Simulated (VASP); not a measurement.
Computed with r2SCAN meta-GGA with spin-orbit coupling, VASP's PBE PAW potentials (set 64) (plane waves; VASP).

Input for VASP

**KPOINTS**
```
Automatic mesh
0
Gamma
8 8 8
0 0 0
```

POSCAR:
```
Ni3Si
1
    3.4634969398     0.0000000000     0.0000000000
    0.0000000000     3.4634969398    -0.0000000000
   -0.0000000000     0.0000000000     3.4634969398
Si Ni
1 3
Direct
  0.0000000000   0.0000000000   0.0000000000
  0.0000000000   0.5000000000   0.5000000000
  0.5000000000   0.0000000000   0.5000000000
  0.5000000000   0.5000000000   0.0000000000
```

KPOINTS_OPT:
```
k-points along high-symmetry lines
8
Line-mode
Reciprocal
  0.000000   0.000000   0.000000 ! GAMMA
  0.000000   0.500000   0.000000 ! X

  0.000000   0.500000   0.000000 ! X
  0.500000   0.500000   0.000000 ! M

  0.500000   0.500000   0.000000 ! M
  0.000000   0.000000   0.000000 ! GAMMA

  0.000000   0.000000   0.000000 ! GAMMA
  0.500000   0.500000   0.500000 ! R

  0.500000   0.500000   0.500000 ! R
  0.000000   0.500000   0.000000 ! X

  0.500000   0.500000   0.500000 ! R
  0.500000   0.500000   0.000000 ! M
```

INCAR:
```
SYSTEM  =  Ni3Si
PREC  =  Accurate; ENCUT  =  400; LREAL  =  F
LASPH  =  T
EDIFF  =  1E-6; NELM  =  100; ALGO  =  Normal
LMAXMIX  =  4; LMIXTAU  =  T
ISMEAR  =  0; SIGMA  =  0.05
METAGGA  =  R2SCAN; GGA_COMPAT  =  F
MAGMOM  =  12*0; LSORBIT  =  T
LWAVE  =  F; LCHARG  =  F
```

POTCAR, in this order: Si Ni (PBE.64 set). Program: vasp_ncl.

Output

### OSZICAR
```
       N       E                     dE             d eps       ncg     rms          rms(c)
DAV:   1     0.204400031738E+03    0.20440E+03   -0.13045E+04  2940   0.188E+03
DAV:   2    -0.337959833282E+02   -0.23820E+03   -0.22990E+03  2940   0.398E+02
DAV:   3    -0.535522877018E+02   -0.19756E+02   -0.18844E+02  3070   0.147E+02
DAV:   4    -0.540794668880E+02   -0.52718E+00   -0.52262E+00  3418   0.234E+01
DAV:   5    -0.540961588745E+02   -0.16692E-01   -0.16678E-01  3590   0.359E+00    0.207E+01
DAV:   6    -0.503207468617E+02    0.37754E+01   -0.64766E+01  3278   0.139E+02    0.185E+01
DAV:   7    -0.463865178374E+02    0.39342E+01   -0.16966E+01  3256   0.727E+01    0.481E+00
DAV:   8    -0.464452437328E+02   -0.58726E-01   -0.95866E-01  3420   0.877E+00    0.272E+00
DAV:   9    -0.463846041813E+02    0.60640E-01   -0.22872E-01  3226   0.807E+00    0.612E-01
DAV:  10    -0.463912643211E+02   -0.66601E-02   -0.14505E-02  3894   0.129E+00    0.203E-01
DAV:  11    -0.463911989486E+02    0.65373E-04   -0.10209E-03  3140   0.314E-01    0.109E-01
DAV:  12    -0.463911466184E+02    0.52330E-04   -0.23291E-04  3828   0.164E-01    0.315E-02
DAV:  13    -0.463912019473E+02   -0.55329E-04   -0.13615E-04  3468   0.129E-01    0.276E-02
DAV:  14    -0.463911985323E+02    0.34150E-05   -0.18692E-05  3454   0.660E-02    0.957E-03
DAV:  15    -0.463911973772E+02    0.11551E-05   -0.48992E-06  3572   0.287E-02    0.469E-03
DAV:  16    -0.463911967101E+02    0.66713E-06   -0.15842E-06  2366   0.164E-02
   1 F= -.46391197E+02 E0= -.46389934E+02  d E =-.252512E-02  mag=    -0.0000     0.0000     0.0000
       N       E                     dE             ncg
       N       E                     dE             ncg
```

### OUTCAR
```
------------------------ aborting loop because EDIFF is reached ----------------------------------------
  FORCE on cell =-STRESS in cart. coord.  units (eV):
  Direction    XX          YY          ZZ          XY          YZ          ZX
  --------------------------------------------------------------------------------------
  Total       -0.0275100     -0.0275100     -0.0275100     -0.0000000     -0.0000000      0.0000000
  in kB       -1.0608552     -1.0608552     -1.0608552     -0.0000000     -0.0000000      0.0000000
  external PRESSURE =      -1.0608552 kB  Pullay stress =       0.0000000 kB
  volume of cell :       41.55
      direct lattice vectors                 reciprocal lattice vectors
     3.463496940  0.000000000  0.000000000     0.288725533  0.000000000  0.000000000
     0.000000000  3.463496940  0.000000000     0.000000000  0.288725533  0.000000000
     0.000000000  0.000000000  3.463496940     0.000000000  0.000000000  0.288725533
 POSITION                                       TOTAL-FORCE (eV/Angst)
 -----------------------------------------------------------------------------------
      0.00000      0.00000      0.00000         0.000000      0.000000      0.000000
      0.00000      1.73175      1.73175         0.000000      0.000000      0.000000
      1.73175      0.00000      1.73175         0.000000      0.000000      0.000000
      1.73175      1.73175      0.00000         0.000000      0.000000      0.000000
 -----------------------------------------------------------------------------------
    total drift:                                0.000000     -0.000000     -0.000000
  FREE ENERGIE OF THE ION-ELECTRON SYSTEM (eV)
  ---------------------------------------------------
  free  energy   TOTEN  =       -46.3911967101 eV

  energy  without entropy=      -46.3886715928  energy(sigma->0) =      -46.38993415

 Ion:    1  E_soc:     -0.0004877

 Ion:    2  E_soc:     -0.0157158

 Ion:    3  E_soc:     -0.0157158

 Ion:    4  E_soc:     -0.0157158
```
(Selected blocks of OUTCAR.)

The compound is Ni3Si in the L1_2 structure. It was relaxed first.
